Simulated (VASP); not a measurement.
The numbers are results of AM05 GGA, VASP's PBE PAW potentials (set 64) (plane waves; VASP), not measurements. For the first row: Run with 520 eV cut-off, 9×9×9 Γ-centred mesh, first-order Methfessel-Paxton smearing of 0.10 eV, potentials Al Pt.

```csv
system,energy (eV/atom)
PtAl2 (fluorite),-5.7251
Al (fcc),-4.0242
Pt (fcc),-6.6589
```

The references are the elements' solids at the same level; no temperature or zero-point terms are added.  Spin-orbit coupling is left out, which shifts such energies by up to tenths of an eV for the heavy elements here.

Problem. What is the formation energy per atom of PtAl$_{2}$?

Solution. The references average (2×(-4.0242) + 1×(-6.6589))/3 = -4.9024 eV, so the formation energy is -5.7251 − (-4.9024) = -0.823 eV/atom.
